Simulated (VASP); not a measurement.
Runs of VASP 6.6.1 on YbN. It takes space group Pm-3m (No. 221, cubic). The conventional cell has a = 2.910 Å, b = 2.910 Å, c = 2.910 Å, α = 90.00°, β = 90.00°, γ = 90.00°. Yb (site symmetry m-3m) is surrounded by 8 N at 2.52 Å. N (site symmetry m-3m) has 8 Yb at 2.52 Å as nearest neighbours. The cell comes from a database or a generator and needn't be the stable form of this composition.

```tsv
spin	U	further INCAR settings	gap on the mesh (eV)	pressure (GPa)	moment (μB)
collinear, ferromagnetic start	Yb f U = 2 eV	ALGO = Normal; EDIFF = 1e-07	none	(a)	0.60
non-collinear, random start	Yb f U = 5 eV	ALGO = Normal; EDIFF = 1e-07	none	-6.1	0.89
off	Yb f U = 5 eV	ALGO = Normal; EDIFF = 1e-06	none	(b)	-
collinear, random start	Yb f U = 5 eV	ALGO = Normal; EDIFF = 1e-06	none	-6.8	0.89
```

Alike in all rows: task single point; level LDA+U; potentials or basis VASP PAW PBE potentials, release 64 (Yb, N); cell as given; k mesh 6 × 6 × 6; cutoff (eV) 520; smearing gaussian 0.05 eV.

Q: Estimate the missing entries.

A: (a) -3.9; (b) -4.7.

Caveats: the PAW data sets were made with another functional, which shifts forces and pressure a little; spin-orbit coupling is left out, which moves the levels of the heavy elements (some runs); U without spin polarisation on a metal has little footing (some runs).

A k mesh can miss the band edges, and the runs leave out spin-orbit coupling on Yb.

A gap of «none» marks a metal or a gap under the smearing width.
